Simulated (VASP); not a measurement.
Data:

```
Cu
1.0
    0.00000     1.83176     1.83176
    1.83176     0.00000     1.83176
    1.83176     1.83176     0.00000
Cu
1
Direct
  0.00000   0.00000   0.00000
```

These are revPBE GGA, VASP's PBE PAW potentials (set 64) (plane waves; VASP) values and carry that method's errors. Settings: 520 eV cut-off, 19×19×19 Γ-centred mesh, tetrahedra with Blöchl corrections, potentials Cu.

Question: What does the run give for the energy per atom (σ→0), band gap (on the k-mesh) with the smallest direct gap where there is one?

Answer: 
```yaml
band gap (on the k-mesh): none (metal, semimetal or under 0.01 eV)
energy per atom (σ→0): -3.350 eV/atom
```

The compound is Cu in the fcc structure. It was relaxed first.
